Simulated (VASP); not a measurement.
Here is the system:

```
NiZn
1.0
    0.00000     2.63183     2.63183
    2.63183     0.00000     2.63183
    2.63183     2.63183     0.00000
Zn Ni
1 1
Direct
  0.25000   0.25000   0.25000
  0.00000   0.00000   0.00000
```

Level of theory: r2SCAN meta-GGA with spin-orbit coupling, VASP's PBE PAW potentials (set 64) (plane waves; VASP). Settings: 400 eV cut-off, 11×11×11 Γ-centred mesh, Gaussian smearing of 0.050 eV, potentials Zn Ni.

**Question.** Give the energies of bands 13 to 26 at the high-symmetry points, in eV from the Fermi level.

**Answer.** 
```json
[
 {"band": "13", "Γ": "-1.43", "X": "-2.51", "U": "-2.04", "L": "-2.11", "W": "-1.82"},
 {"band": "14", "Γ": "-1.43", "X": "-2.51", "U": "-2.00", "L": "-2.11", "W": "-1.76"},
 {"band": "15", "Γ": "-1.43", "X": "-0.82", "U": "-1.06", "L": "-1.35", "W": "-1.26"},
 {"band": "16", "Γ": "-1.43", "X": "-0.82", "U": "-0.96", "L": "-1.35", "W": "-1.22"},
 {"band": "17", "Γ": "-1.31", "X": "-0.75", "U": "-0.91", "L": "-1.20", "W": "-0.94"},
 {"band": "18", "Γ": "-1.31", "X": "-0.75", "U": "-0.82", "L": "-1.20", "W": "-0.91"},
 {"band": "19", "Γ": "-0.75", "X": "-0.63", "U": "-0.72", "L": "-0.74", "W": "-0.64"},
 {"band": "20", "Γ": "-0.75", "X": "-0.63", "U": "-0.63", "L": "-0.74", "W": "-0.56"},
 {"band": "21", "Γ": "-0.75", "X": "-0.31", "U": "-0.06", "L": "-0.63", "W": "0.24"},
 {"band": "22", "Γ": "-0.75", "X": "-0.31", "U": "-0.03", "L": "-0.63", "W": "0.27"},
 {"band": "23", "Γ": "9.61", "X": "0.51", "U": "0.43", "L": "-0.10", "W": "0.71"},
 {"band": "24", "Γ": "9.61", "X": "0.51", "U": "0.48", "L": "-0.10", "W": "0.75"},
 {"band": "25", "Γ": "9.83", "X": "3.37", "U": "1.32", "L": "6.85", "W": "1.49"},
 {"band": "26", "Γ": "9.83", "X": "3.37", "U": "1.32", "L": "6.85", "W": "1.53"}
]
```

It has no gap at this level: it comes out as a metal or semimetal.

The structure comes from a measured ZnNi entry (F-43m) of the Crystallography Open Database, whose conditions weren't checked. It was relaxed first, which changed the volume by -8 %.
